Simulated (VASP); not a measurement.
Method: LDA (Ceperley-Alder, Perdew-Zunger), VASP's LDA PAW potentials (set 64) (plane waves; VASP).

VASP input:

**KPOINTS**
```
kpoints
0
Gamma
9 9 9
```

POSCAR:
```
GaSb
1.0
  0.0000000000   3.0686050000   3.0686050000
  3.0686050000   0.0000000000   3.0686050000
  3.0686050000   3.0686050000   0.0000000000
Ga Sb
1 1
Direct
  0.0000000000   0.0000000000   0.0000000000
  0.7500000000   0.7500000000   0.7500000000
```

**INCAR**
```
LMAXMIX  =  4
IBRION  =  2
NSW  =  60   ! most ionic steps
ISIF  =  3
SIGMA  =  0.1   ! width (eV)
LREAL  =  .FALSE.   ! projection in real space or not
ENCUT  =  400   ! plane-wave cut-off (eV)
ISMEAR  =  1   ! Methfessel-Paxton
LCHARG  =  .FALSE.
EDIFF  =  1E-6   ! SCF stop (eV)
SYSTEM  =  GaSb
ALGO  =  Normal   ! blocked Davidson
NELM  =  100   ! most electronic steps
EDIFFG  =  -0.01   ! ionic stop
PREC  =  Accurate
LASPH  =  .TRUE.   ! aspherical one-centre terms
LWAVE  =  .FALSE.
```

POTCAR, in this order: Ga_d Sb (LDA.64 set). Program: vasp_std.

What VASP printed:

**OSZICAR**
```
       N       E                     dE             d eps       ncg     rms          rms(c)
DAV:   1     0.698453076387E+02    0.69845E+02   -0.79376E+03   910   0.148E+03
DAV:   2    -0.373352784397E+01   -0.73579E+02   -0.71371E+02   990   0.274E+02
DAV:   3    -0.868319906298E+01   -0.49497E+01   -0.48802E+01  1150   0.670E+01
DAV:   4    -0.877039436923E+01   -0.87195E-01   -0.87160E-01  1042   0.100E+01
DAV:   5    -0.877286822737E+01   -0.24739E-02   -0.24738E-02  1203   0.143E+00    0.325E+00
DAV:   6    -0.868930626980E+01    0.83562E-01   -0.81702E-02  1232   0.501E+00    0.189E+00
DAV:   7    -0.865543173685E+01    0.33875E-01   -0.57961E-02  1045   0.204E+00    0.295E-01
DAV:   8    -0.865505323234E+01    0.37850E-03   -0.46939E-03  1153   0.984E-01    0.838E-02
DAV:   9    -0.865513174831E+01   -0.78516E-04   -0.34614E-04  1018   0.181E-01    0.321E-02
DAV:  10    -0.865512957280E+01    0.21755E-05   -0.17991E-05  1152   0.370E-02    0.102E-02
DAV:  11    -0.865513297763E+01   -0.34048E-05   -0.37929E-06   985   0.207E-02    0.394E-03
DAV:  12    -0.865513296231E+01    0.15328E-07   -0.16160E-07   535   0.393E-03
   1 F= -.86551330E+01 E0= -.86551173E+01  d E =-.865513E+01
       N       E                     dE             d eps       ncg     rms          rms(c)
DAV:   1    -0.920089657391E+01   -0.54576E+00   -0.68264E+00  1175   0.450E+01    0.422E+00
DAV:   2    -0.877786551835E+01    0.42303E+00   -0.98295E-01  1145   0.238E+01    0.182E+00
DAV:   3    -0.868338617152E+01    0.94479E-01   -0.87497E-02  1171   0.468E+00    0.517E-01
DAV:   4    -0.867080376521E+01    0.12582E-01   -0.10448E-02  1051   0.125E+00    0.156E-01
DAV:   5    -0.866980252600E+01    0.10012E-02   -0.84172E-04  1212   0.358E-01    0.449E-02
DAV:   6    -0.866976706712E+01    0.35459E-04   -0.51854E-05  1260   0.101E-01    0.104E-02
DAV:   7    -0.866976595660E+01    0.11105E-05   -0.19098E-06   828   0.128E-02    0.496E-03
DAV:   8    -0.866976611502E+01   -0.15842E-06   -0.26887E-07   500   0.619E-03
   2 F= -.86697661E+01 E0= -.86697827E+01  d E =-.146332E-01
       N       E                     dE             d eps       ncg     rms          rms(c)
DAV:   1    -0.870641395704E+01   -0.36648E-01   -0.47593E-01  1195   0.130E+01    0.105E+00
DAV:   2    -0.867939761685E+01    0.27016E-01   -0.51826E-02  1150   0.457E+00    0.483E-01
DAV:   3    -0.867262083926E+01    0.67768E-02   -0.85037E-03  1195   0.165E+00    0.105E-01
DAV:   4    -0.867190766894E+01    0.71317E-03   -0.82336E-04  1187   0.446E-01    0.360E-02
DAV:   5    -0.867184326197E+01    0.64407E-04   -0.47368E-05  1140   0.894E-02    0.109E-02
DAV:   6    -0.867184010703E+01    0.31549E-05   -0.98285E-06   915   0.599E-02    0.418E-03
DAV:   7    -0.867184009574E+01    0.11292E-07   -0.73391E-07   490   0.126E-02
   3 F= -.86718401E+01 E0= -.86718317E+01  d E =-.167071E-01
```

File OUTCAR:
```
------------------------ aborting loop because EDIFF is reached ----------------------------------------
  FORCE on cell =-STRESS in cart. coord.  units (eV):
  Direction    XX          YY          ZZ          XY          YZ          ZX
  --------------------------------------------------------------------------------------
  Total       -0.0049061     -0.0049061     -0.0049061     -0.0000000      0.0000000      0.0000000
  in kB       -0.1419001     -0.1419001     -0.1419001     -0.0000000      0.0000000      0.0000000
  external PRESSURE =      -0.1419001 kB  Pullay stress =       0.0000000 kB
  volume of cell :       55.39
      direct lattice vectors                 reciprocal lattice vectors
     0.000000000  3.025608550  3.025608550    -0.165256011  0.165256011  0.165256011
     3.025608550  0.000000000  3.025608550     0.165256011 -0.165256011  0.165256011
     3.025608550  3.025608550  0.000000000     0.165256011  0.165256011 -0.165256011
  FREE ENERGIE OF THE ION-ELECTRON SYSTEM (eV)
  ---------------------------------------------------
  free  energy   TOTEN  =        -8.6718400957 eV

  energy  without entropy=       -8.6718149005  energy(sigma->0) =       -8.67183170

 reached required accuracy - stopping structural energy minimisation
```
(Selected blocks of OUTCAR.)

File CONTCAR:
```
GaSb
   1.00000000000000
     0.0000000000000000    3.0256085499781045    3.0256085499781045
     3.0256085499781045    0.0000000000000000    3.0256085499781045
     3.0256085499781045    3.0256085499781045    0.0000000000000000
  Ga              Sb
     1     1
Direct
     0.0000000000000000    0.0000000000000000    0.0000000000000000
     0.7500000000000000    0.7500000000000000    0.7500000000000000
```

Energy and stress use the plane-wave basis of the starting cell.

The structure comes from a computed database's GaSb entry (F-43m); how it stands against other phases isn't given here. This run relaxes it. Symmetry was kept, so distortions that lower it aren't found.
